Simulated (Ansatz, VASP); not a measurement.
# InH: VASP beside Ansatz, part 2 of 2

Wanted: the spread between two codes on one cell, functional and k mesh. The cell is generated by rule, not measured, and may not be a known phase. The cell is taken from a series of runs on this material, whose earlier steps may have relaxed, scaled, displaced or heated it; both programs get it as it stands.

VASP 6.6.1 and Ansatz 0.2.0.

So far. Step 3 (VASP: single point, PBE, pair 1): The run ends at a pressure of -0.77 GPa, with forces up to 0.24 eV/Å. Step 5 (Ansatz: single point, PBE, pair 2): The run ends at a pressure of -0.06 GPa, with forces up to 0.13 eV/Å.

## (6) VASP: single point, PBE, pair 2

Level of this step: PBE; plane waves and PAW (In_d, H); invented cell (VASP).

The same cell, functional, mesh and smearing now go to VASP, with its own data sets.

Contents of INCAR:

```
SYSTEM = InH
PREC = Accurate
ENCUT = 500
EDIFF = 1E-06
NELM = 120
ISMEAR = 1
SIGMA = 0.15
LREAL = .FALSE.
ALGO = Normal
GGA = PE
NBANDS = 36
LORBIT = 11
LWAVE = .FALSE.
LCHARG = .FALSE.
ISIF = 2
LASPH = .TRUE.
GGA_COMPAT = .FALSE.
KPAR = 2
```

Contents of POSCAR:

```
InH
1.0
   -3.7721968407     -0.0000025310      0.0000000000
    0.0000000000      0.0000000000     -5.8913884265
    0.0000043838     -6.5336365842      0.0000000000
In H
4 4
Direct
    0.5000000000      0.7500000000      0.1666904435
    0.0000000000      0.7500000000      0.6666428899
    0.0000000000      0.2500000000      0.3333571101
    0.5000000000      0.2500000000      0.8333095565
    0.0000000000      0.7500000000      0.3272111685
    0.5000000000      0.7500000000      0.8394554981
    0.5000000000      0.2500000000      0.1605445019
    0.0000000000      0.2500000000      0.6727888315
```

Contents of KPOINTS:

```
Automatic mesh
0
Gamma
8 6 6
0 0 0
```

The projector-augmented-wave data sets are In_d and H (PBE family, release 64).

Launch:

```sh
$ mpirun -np 2 vasp_std
```

Numbers of over 12 decimals in the logs are rounded to 6 here.

Output:

```text
[banner, memory and clock lines left out]
running    2 mpi-ranks, on    1 nodes
[...]
LDA part: xc-table for (Slater+PW92), standard interpolation
 POSCAR, INCAR and KPOINTS ok, starting setup
[...]
entering main loop
       N       E                     dE             d eps       ncg     rms          rms(c)
DAV:   1     0.520490620064E+03    0.52049E+03   -0.26145E+04  5760   0.190E+03
DAV:   2     0.353142495491E+02   -0.48518E+03   -0.47679E+03  5760   0.462E+02
DAV:   3    -0.184851076469E+02   -0.53799E+02   -0.52885E+02  6616   0.178E+02
DAV:   4    -0.209315381490E+02   -0.24464E+01   -0.24378E+01  6636   0.408E+01
[...]
DAV:  14    -0.198865016685E+02   -0.19855E-05   -0.71651E-06  5968   0.199E-02    0.970E-03
DAV:  15    -0.198865006570E+02    0.10115E-05   -0.21617E-06  4316   0.137E-02    0.367E-03
DAV:  16    -0.198865004934E+02    0.16366E-06   -0.34452E-07  3160   0.329E-03
   1 F= -.19886500E+02 E0= -.19885474E+02  d E =-.308075E-02
```

OUTCAR, selected parts (step 6):

```text
  Total       -0.5492981     -0.4821102      0.6297086     -0.0000000      0.0000000      0.0000000
  in kB       -6.0611031     -5.3197338      6.9483750     -0.0000005      0.0000000      0.0000000
  external PRESSURE =      -1.4774873 kB  Pullay stress =       0.0000000 kB

 POSITION                                       TOTAL-FORCE (eV/Angst)
 -----------------------------------------------------------------------------------
     -1.88610     -1.08910     -4.41854         0.000000     -0.067453     -0.000000
      0.00000     -4.35560     -4.41854        -0.000000      0.055317      0.000000
      0.00000     -2.17803     -1.47285         0.000000     -0.055317      0.000000
     -1.88609     -5.44454     -1.47285        -0.000000      0.067453      0.000000
      0.00000     -2.13788     -4.41854        -0.000000      0.129259      0.000000
     -1.88609     -5.48470     -4.41854         0.000000     -0.118390      0.000000
     -1.88610     -1.04894     -1.47285        -0.000000      0.118390      0.000000
      0.00000     -4.39576     -1.47285         0.000000     -0.129259      0.000000
 -----------------------------------------------------------------------------------
    total drift:                               -0.000000     -0.000000     -0.000000

  FREE ENERGIE OF THE ION-ELECTRON SYSTEM (eV)
  ---------------------------------------------------
  free  energy   TOTEN  =       -19.8865004934 eV

  energy  without entropy=      -19.8834197435  energy(sigma->0) =      -19.88547358

[... 3 further parts left out ...]
[key lines of the parts left out:]
E-fermi :   4.9486
```

The run ends at a pressure of -0.15 GPa, with forces up to 0.13 eV/Å.

## (7) Differences

The two programs side by side:

| quantity | Ansatz | VASP | difference |
| --- | --- | --- | --- |
| pressure (GPa) | -0.06 | -0.15 | +0.09 |

Forces (eV/Å; atoms numbered as in POSCAR):

| atom | Ansatz x, y, z | VASP x, y, z |
| --- | --- | --- |
| In1 | 0.000, -0.067, 0.000 | 0.000, -0.067, 0.000 |
| In2 | 0.000, 0.055, 0.000 | 0.000, 0.055, 0.000 |
| In3 | 0.000, -0.055, 0.000 | 0.000, -0.055, 0.000 |
| In4 | 0.000, 0.067, 0.000 | 0.000, 0.067, 0.000 |
| H5 | 0.000, 0.130, 0.000 | 0.000, 0.129, 0.000 |
| H6 | 0.000, -0.119, 0.000 | 0.000, -0.118, 0.000 |
| H7 | 0.000, 0.119, 0.000 | 0.000, 0.118, 0.000 |
| H8 | 0.000, -0.130, 0.000 | 0.000, -0.129, 0.000 |

The forces differ by 0.3 meV/Å r.m.s., which is 0.5 % of the r.m.s. force of 0.057 eV/Å (both taken over all components).

## (8) Ansatz: single point, PBE, pair 3

A single point takes one fixed geometry, so differences don't come from the geometry; what else differs is listed under the comparison.

The cell is taken from a series of runs on this material, whose earlier steps may have relaxed, scaled, displaced or heated it; both programs get it as it stands.

Contents of input.yaml:

```yaml
crystal:
  lattice:
    - [-3.7721968407, -2.531e-06, 0.0]
    - [0.0, 0.0, -5.8913884265]
    - [4.3838e-06, -6.5336365842, 0.0]
  atoms:
    - { symbol: In, position: [0.5, 0.75, 0.1667142203] }
    - { symbol: In, position: [1.0, 0.75, 0.6666191131] }
    - { symbol: In, position: [0.0, 0.25, 0.3333808869] }
    - { symbol: In, position: [0.5, 0.25, 0.8332857797] }
    - { symbol: H, position: [0.0, 0.75, 0.3210890037] }
    - { symbol: H, position: [0.5, 0.75, 0.845577663] }
    - { symbol: H, position: [0.5, 0.25, 0.154422337] }
    - { symbol: H, position: [1.0, 0.25, 0.6789109963] }
kpoints:
  mp_grid: { grid: [8, 6, 6] }
hamiltonian:
  xc: pbe
scf:
  occupations: { method: methfessel_paxton, width: 0.15 }
output:
  forces: true
  stress: true
  eigenvalues: true
```

Launch:

```sh
$ ansatz run input.yaml --threads 4 --pin off --max-ram 7168MiB --backend cpu --events-out ev --progress --plain --runs-dir out
```

Output:

```text
[...]
Crystal: 8 atoms, lattice volume = 145.200 Å³
Basis set: ecut = 420 eV, 2835 PW (Γ), exchange–correlation on 54×80×90 points (8 copies of the dense FFT grid, shifted against one another)
Bands: 36, of which v1, the nominal top of the filled ones, is band 28 counted from 1 (27 counted from 0)
Symmetry: 8 space group operations
[...]
k-points: 80 of 288
[...]
k-point 0: bands = [... 24 lower, 3.6711, 4.5059, 5.1199, 7.5244, 9.3302, 9.3443, 9.6975, 10.0260, ... 4 higher]
  k-point 1: bands = [... 24 lower, 3.6221, 4.6160, 5.7206, 6.9995, 9.0362, 9.4580, 9.8129, 10.0141, ... 4 higher]
  k-point 2: bands = [... 24 lower, 4.5669, 4.9425, 6.1842, 6.7908, 7.7047, 9.1717, 9.7928, 10.5436, ... 4 higher]
  k-point 79: bands = [... 24 lower, 3.4250, 3.4250, 3.5987, 3.5987, 9.9781, 9.9781, 10.0571, 10.0571, ... 4 higher]
[key lines of the parts left out:]
SCF converged after 8 iterations
Free energy (F): -22451.003543 eV
Fermi energy:    6.993421 eV
P = ⅓ Tr σ = -0.0461 GPa (-0.461 kbar)
```

The run ends at a pressure of -0.05 GPa, with forces up to 0.26 eV/Å.

## (9) VASP: single point, PBE, pair 3

The same cell, functional, mesh and smearing now go to VASP, with its own data sets.

INCAR is that of step 6.

Contents of POSCAR:

```
InH
1.0
   -3.7721968407     -0.0000025310      0.0000000000
    0.0000000000      0.0000000000     -5.8913884265
    0.0000043838     -6.5336365842      0.0000000000
In H
4 4
Direct
    0.5000000000      0.7500000000      0.1667142203
    0.0000000000      0.7500000000      0.6666191131
    0.0000000000      0.2500000000      0.3333808869
    0.5000000000      0.2500000000      0.8332857797
    0.0000000000      0.7500000000      0.3210890037
    0.5000000000      0.7500000000      0.8455776630
    0.5000000000      0.2500000000      0.1544223370
    0.0000000000      0.2500000000      0.6789109963
```

KPOINTS is that of step 6.

Launch:

```sh
$ mpirun -np 2 vasp_std
```

Output:

```text
[... set-up lines as in an earlier step ...]
 entering main loop
       N       E                     dE             d eps       ncg     rms          rms(c)
DAV:   1     0.520500761339E+03    0.52050E+03   -0.26146E+04  5760   0.190E+03
DAV:   2     0.352594106817E+02   -0.48524E+03   -0.47686E+03  5760   0.462E+02
DAV:   3    -0.185232840449E+02   -0.53783E+02   -0.52878E+02  6652   0.178E+02
DAV:   4    -0.209627823890E+02   -0.24395E+01   -0.24307E+01  6632   0.408E+01
[...]
DAV:  12    -0.199155909341E+02    0.17530E-04   -0.12208E-04  7712   0.690E-02    0.163E-02
DAV:  13    -0.199155946106E+02   -0.36765E-05   -0.21587E-05  5284   0.238E-02    0.133E-02
DAV:  14    -0.199155944364E+02    0.17424E-06   -0.42802E-06  5364   0.156E-02
   1 F= -.19915594E+02 E0= -.19914476E+02  d E =-.335579E-02
```

From OUTCAR (step 9):

```text
  Total       -0.5111130     -0.3822272      0.5150315     -0.0000001      0.0000000      0.0000000
  in kB       -5.6397588     -4.2175986      5.6829963     -0.0000010      0.0000000      0.0000000
  external PRESSURE =      -1.3914537 kB  Pullay stress =       0.0000000 kB

 POSITION                                       TOTAL-FORCE (eV/Angst)
 -----------------------------------------------------------------------------------
     -1.88610     -1.08925     -4.41854         0.000000     -0.142469      0.000000
      0.00000     -4.35545     -4.41854        -0.000000      0.103536     -0.000000
      0.00000     -2.17819     -1.47285         0.000000     -0.103536      0.000000
     -1.88609     -5.44439     -1.47285        -0.000000      0.142469     -0.000000
      0.00000     -2.09788     -4.41854        -0.000000      0.257171     -0.000000
     -1.88609     -5.52470     -4.41854         0.000000     -0.210753     -0.000000
     -1.88610     -1.00894     -1.47285        -0.000000      0.210753     -0.000000
      0.00000     -4.43576     -1.47285         0.000000     -0.257171     -0.000000
 -----------------------------------------------------------------------------------
    total drift:                               -0.000000     -0.000000     -0.000000

  FREE ENERGIE OF THE ION-ELECTRON SYSTEM (eV)
  ---------------------------------------------------
  free  energy   TOTEN  =       -19.9155944364 eV

  energy  without entropy=      -19.9122386508  energy(sigma->0) =      -19.91447584

[... 2 parts as in an earlier step ...]

[... 1 further part left out ...]
[key lines of the parts left out:]
E-fermi :   4.9507
```

The run ends at a pressure of -0.14 GPa, with forces up to 0.26 eV/Å.

## (10) Differences

The two programs side by side:

| quantity | Ansatz | VASP | difference |
| --- | --- | --- | --- |
| pressure (GPa) | -0.05 | -0.14 | +0.09 |

Forces (eV/Å; atoms numbered as in POSCAR):

| atom | Ansatz x, y, z | VASP x, y, z |
| --- | --- | --- |
| In1 | 0.000, -0.142, 0.000 | 0.000, -0.142, 0.000 |
| In2 | 0.000, 0.103, 0.000 | 0.000, 0.104, 0.000 |
| In3 | 0.000, -0.103, 0.000 | 0.000, -0.104, 0.000 |
| In4 | 0.000, 0.142, 0.000 | 0.000, 0.142, 0.000 |
| H5 | 0.000, 0.258, 0.000 | 0.000, 0.257, 0.000 |
| H6 | 0.000, -0.212, 0.000 | 0.000, -0.211, 0.000 |
| H7 | 0.000, 0.212, 0.000 | 0.000, 0.211, 0.000 |
| H8 | 0.000, -0.258, 0.000 | 0.000, -0.257, 0.000 |

The forces differ by 0.5 meV/Å r.m.s., which is 0.4 % of the r.m.s. force of 0.109 eV/Å (both taken over all components).

## (11) Results

* r.m.s. force difference (single point, PBE, pair 1): 1.0 meV/Å
* r.m.s. force difference (single point, PBE, pair 2): 0.3 meV/Å
* r.m.s. force difference (single point, PBE, pair 3): 0.46 meV/Å

The r.m.s. force difference is 1.0 meV/Å (single point, PBE, pair 1), within the 12 meV/Å picked in this series as the mark of a large difference. 5 further pairs of this series are not shown here. How closely two codes agree says nothing of how well the functional describes the real material.

[Lines on the potential files, build, host, timing and source positions are cut from VASP's logs without a mark.]

[Logs are printed without paths, hosts, clocks, repeated set-up lines and the standing remarks that a program may print on its own settings, such as how far it seeks lower states.]

[Hosts, paths, dates, database ids (printed as entryN), source tags and the programs' standing remarks are cut or masked in the printed files.]
